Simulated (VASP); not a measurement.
## ZnS: energy against strain

ZnS (wurtzite, P6_3mc, 19.215 Å³/atom and stress up to 0.29 GPa in the relaxed cell, c along z) under an equal strain ε along x and y, with z held. PBEsol in VASP (plane waves, PAW), 480 eV, 12×12×6 Γ-centred mesh, Gaussian smearing 0.05 eV; ions are relaxed, or left where forces stay under 0.02 eV/Å, within the symmetry of each cell.

Here s stands for strain and y for E less E0.

```csv
strain (%),E less E0 (meV/atom)
-1.50,5.98
-1.00,2.82
-0.50,0.83
0.00,0.00
0.50,0.29
1.00,1.66
1.50,4.07
3.00,?
```

The 7 complete rows are fitted with a parabola, y against s. Least squares gives y = 0.003 - 0.6136·s + 2.2329·s². Residuals (row less fit): 0.033, -0.030, -0.038, -0.003, 0.036, 0.038, -0.037; standard error 0.043 (degrees of freedom: 4). Twice the quadratic coefficient over the volume, 2 × 2.2329 meV × 10⁴ × 0.1602 / 19.215 Å³, is the elastic constants 2(C11 + C12) = 372 ± 3 GPa (± standard error of the fit, which holds the terms cut off).

Task: Predict the withheld y at s = 3.00 from the fit, and compare with the calculation.

Result: y = 0.003 - 0.6136 × 3.0 + 2.2329 × 3.0² = 18.258 meV/atom. The calculation gives 17.26 meV/atom, 0.998 meV/atom below the prediction (5.8 % of the range of y in the table). The row lies outside the fitted rows, so this is an extrapolation. From the scatter of the fitted rows alone, a prediction at this place has a standard error of 0.165 meV/atom, so the miss is 6.0 times that.

A polynomial of degree 3 through the 12 other runs of the series gives 17.24 there, so most of the miss is curvature that the fit leaves out. ZnS is here the high-temperature form. Rows are the converged runs of the series near zero and its far end, less any whose ions stayed unrelaxed beside relaxed ones; series whose fitted rows scatter by over a few per cent of the range, as at a crossing or softening among them, aren't shown in this form. Most that stay on the fit to the last digits aren't either.
